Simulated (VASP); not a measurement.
# LaYSbAs: structure and properties in VASP, part 5 of 5

Wanted: the relaxed cell of LaYSbAs and its properties. The cell is invented: it takes the structure of COD entry 1527913, LaAs (space group 225 there), with some of its atoms replaced by other elements, volume scaled by an estimate. It may not be a known or stable phase.

VASP 6.6.1, plane waves and PAW; the level of theory is named at each step.

So far. Step 13 (Volume scan with SCAN, volume scale 1.06): The pressure falls from -2.41 to -3.44 GPa. The parabola predicted -3.42 GPa, +0.02 GPa off. The relaxed cell has a = 4.365, c = 21.468 Å (conventional setting).

**15. Fit for SCAN**

This step: Birch-Murnaghan fit, SCAN; plane waves and PAW; invented cell (VASP 6.6.1).

This step runs nothing: it gathers the runs above.

Numbers from this step:

* pressure derivative of the bulk modulus: 3.551
* r.m.s. error of the fit: 8.18e-6 eV/atom
* minimum inside the sampled range: yes
* bulk modulus: 65.13 GPa
* equilibrium volume of the fit: 29.59 Å³/atom

Energy above the fitted minimum against volume:

| volume (Å³/atom) | energy above the fitted minimum (eV/atom) |
| --- | --- |
| 27.75 | 0.0256 |
| 28.34 | 0.0114 |
| 28.93 | 0.00309 |
| 29.52 | 3.9e-5 |
| 30.11 | 0.00182 |
| 30.70 | 0.00803 |
| 31.29 | 0.0183 |

The fitted volume lies +0.23 % from the relaxed one. At a finite cutoff and mesh the minimum of the energy and the zero of the stress don't quite coincide, and the relaxation stops at a threshold. The atoms bear forces along the scan, since they were held; freeing them would lower the modulus.

**16. Bands along the symmetry lines (SCAN + SOC)**

This step: SCAN, spin-orbit coupling; plane waves and PAW (La, Sb, Y_sv, As); invented cell (VASP 6.6.1).

The mesh alone shows little of the dispersion and can miss band extrema, so KPOINTS_OPT adds a path through the symmetry points after the self-consistent cycle. Spin-orbit coupling needs spinors and the noncollinear program, where each band holds one electron.

Contents of INCAR:

```
SYSTEM = LaYSbAs
PREC = Accurate
ENCUT = 400
EDIFF = 1E-06
NELM = 100
ISMEAR = -1
SIGMA = 0.05
LREAL = .FALSE.
ALGO = Normal
METAGGA = SCAN
LASPH = .TRUE.
LNONCOLLINEAR = .TRUE.
MAGMOM = 0 0 0 0 0 0 0 0 0 0 0 0
NBANDS = 44
GGA_COMPAT = .FALSE.
LSORBIT = .TRUE.
LMAXMIX = 6
LORBIT = 11
LWAVE = .FALSE.
LCHARG = .FALSE.
KPAR = 2
```

Contents of POSCAR:

```
LaYSbAs
1.0
    2.1824508516      1.2600385281      7.1559468055
   -2.1824508516      1.2600385281      7.1559468055
    0.0000000000     -2.5200770560      7.1559468055
La Sb Y As
1 1 1 1
Direct
    0.2446149796      0.2446149796      0.2446149796
    0.0045627735      0.0045627735      0.0045627735
    0.7548755102      0.7548755102      0.7548755102
    0.4959467368      0.4959467368      0.4959467368
```

Contents of KPOINTS:

```
Automatic mesh
0
Gamma
5 5 5
0 0 0
```

Contents of KPOINTS_OPT:

```
Line mode
16
Line-mode
Reciprocal
  0.00000000   0.00000000   0.00000000 GAMMA
  0.50000000   0.00000000   0.00000000 L

  0.50000000   0.00000000   0.00000000 L
  0.50000000   0.18733675  -0.18733675 B1

  0.81266325   0.50000000   0.18733675 B
  0.50000000   0.50000000   0.50000000 Z

  0.50000000   0.50000000   0.50000000 Z
  0.00000000   0.00000000   0.00000000 GAMMA

  0.00000000   0.00000000   0.00000000 GAMMA
  0.34366837   0.00000000  -0.34366837 X

  0.65633163   0.34366837   0.00000000 Q
  0.50000000   0.50000000   0.00000000 F

  0.50000000   0.50000000   0.00000000 F
  0.65633163   0.65633163   0.18733675 P1

  0.65633163   0.65633163   0.18733675 P1
  0.50000000   0.50000000   0.50000000 Z

  0.50000000   0.00000000   0.00000000 L
  0.81266325   0.34366837   0.34366837 P
```

Potentials, in the order of the species: La, Sb, Y_sv and As (PBE family, release 64).

Run with:

```sh
> mpirun -np 2 vasp_ncl
```

Output:

```text
[... set-up lines as in an earlier step ...]
 entering main loop
       N       E                     dE             d eps       ncg     rms          rms(c)
DAV:   1     0.223049800805E+03    0.22305E+03   -0.10352E+04  3096   0.139E+03
DAV:   2    -0.779511975571E+02   -0.30100E+03   -0.28480E+03  3600   0.351E+02
DAV:   3    -0.136723548960E+03   -0.58772E+02   -0.54681E+02  4756   0.163E+02
DAV:   4    -0.142973724209E+03   -0.62502E+01   -0.60386E+01  5680   0.536E+01
DAV:   5    -0.143652371900E+03   -0.67865E+00   -0.67693E+00  5968   0.149E+01    0.250E+01
DAV:   6    -0.135043180603E+03    0.86092E+01   -0.43024E+00  4696   0.133E+01    0.176E+01
DAV:   7    -0.135011194462E+03    0.31986E-01   -0.31539E+00  5176   0.104E+01    0.672E+00
DAV:   8    -0.134995140783E+03    0.16054E-01   -0.40403E-01  5560   0.468E+00    0.224E+00
 hard stop encountered!  aborting job ...
 -----------------------------------------------------------------------------
|                                                                             |
|           W    W    AA    RRRRR   N    N  II  N    N   GGGG   !!!           |
|           W    W   A  A   R    R  NN   N  II  NN   N  G    G  !!!           |
|           W    W  A    A  R    R  N N  N  II  N N  N  G       !!!           |
|           W WW W  AAAAAA  RRRRR   N  N N  II  N  N N  G  GGG   !            |
|           WW  WW  A    A  R   R   N   NN  II  N   NN  G    G                |
|           W    W  A    A  R    R  N    N  II  N    N   GGGG   !!!           |
|                                                                             |
|     The electronic self-consistency was not achieved in the given           |
|     number of steps (NELM). The forces and other quantities evaluated       |
|     might not be reliable so examine the results carefully. If you find     |
|     spurious results, we suggest increasing NELM, if you were close to      |
|     convergence or switching to a different ALGO or adjusting the           |
|     density mixing parameters otherwise.                                    |
|                                                                             |
 -----------------------------------------------------------------------------

 soft stop encountered!  aborting job ...
```

It took 12 min on 2 MPI ranks of Intel Xeon 6975P-C (Granite Rapids), shared host.

The run was stopped at its time limit, by a STOPCAR file.

More ranks or a longer limit would be the way on.

**17. Results**

| Quantity | Value |
| --- | --- |
| relaxed volume | 29.52 Å³/atom |
| relaxed conventional cell a, b, c | 4.365, 4.365, 21.468 Å; angles 90.0, 90.0, 120.0° |
| space group after relaxing, within 0.02 Å | R3m (No. 160) |
| band gap | none, a metal |
| DOS at the Fermi level | 0.250 states/eV/cell |
| bulk modulus from the fit | 65.1 GPa |
| volume from the fit | 29.6 Å³/atom |

**Reading.** With SCAN, LaYSbAs relaxes to 29.52 Å³/atom in space group R3m (held by the symmetry of the run), comes out as a metal and has a bulk modulus of 65.1 GPa at fixed shape and positions, an upper bound. Not obtained: bands along the symmetry lines (SCAN + SOC), because the run hit its time limit. Bands along the symmetry lines (SCAN): Of the bands kept, 4 cross the Fermi level on this path. Spin-orbit coupling is left out, and with elements this heavy it would split and shift bands near the Fermi level. The k-sampling is coarse for a metal, so the Fermi level, pressures and the shape of the cell carry errors. No search among competing phases was made. All values are for a static lattice at zero temperature.

[Lines on the potential files, build, host, timing and source positions are cut from VASP's logs without a mark.]

[Logs are printed without paths, hosts, clocks, repeated set-up lines and the standing remarks that a program may print on its own settings, such as how far it seeks lower states.]

[Hosts, paths, dates, database ids (printed as entryN), source tags and the programs' standing remarks are cut or masked in the printed files.]

[A measured line is paired with the nearest computed mode of its activity, which favours agreement.]
